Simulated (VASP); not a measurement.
VASP runs on YN (space group Fm-3m) share one base input (PBEsol GGA, plane waves, VASP's PBE PAW potentials (set 64)) and change the settings named in each case.

**KPOINTS**
```
Regular mesh
0
G
 9 9 9
```

File POSCAR:
```
YN
2.440
  0.0000000000   1.0000000000   1.0000000000
  1.0000000000   0.0000000000   1.0000000000
  1.0000000000   1.0000000000   0.0000000000
Y N
1 1
Cartesian
  0.0000000000   0.0000000000   0.0000000000
  1.0000000000   1.0000000000   1.0000000000
```

**INCAR**
```
! general
SYSTEM =YN
PREC   =Accurate
ENCUT  =400
LREAL  =.False.
LASPH  =.True.

! electronic loop
EDIFF  =1E-6
NELM   =100
ALGO   =Normal
LMAXMIX=4

! smearing
ISMEAR =-1
SIGMA  =0.01

! functional
GGA    =PS

! ions
ISIF   =2

! output
LWAVE  =.False.
LCHARG =.False.
```

POTCAR, in this order: Y_sv N (PBE.64 set). Program: vasp_std.

```json
[
 {"change": "base run", "E(σ→0) (eV/atom)": "-9.5654", "pressure (GPa)": "-4.93"},
 {"change": "GGA removed, POTCAR Y_sv N (LDA.64 set)", "E(σ→0) (eV/atom)": "-9.9343", "pressure (GPa)": "…"},
 {"change": "GGA_COMPAT = .FALSE., LNONCOLLINEAR = .TRUE., LSORBIT = .TRUE., MAGMOM = 0.0 0.0 0.0 0.0 0.0 0.0, program vasp_ncl", "E(σ→0) (eV/atom)": "-9.5890", "pressure (GPa)": "-4.93"},
 {"change": "KPOINTS 7×7×7 Γ-centred mesh", "E(σ→0) (eV/atom)": "-9.5635", "pressure (GPa)": "-4.84"}
]
```

**Question.** What belongs in the gaps?

**Answer.** 
- GGA removed, POTCAR Y_sv N (LDA.64 set), pressure (GPa): -8.45

Energies of different potentials or functionals have different zeros.  At 400 eV the pressure can carry a Pulay error.

Left out are runs that ran out of time, are held back, or changed the cell or the kind of run, fixed moments of cells without a moment, rows past the twelfth, gaps on odd meshes, pressures of charged cells and columns that move by less than the noise.

The structure is a typed YN crystal (Fm-3m). The cell was not relaxed at this level.
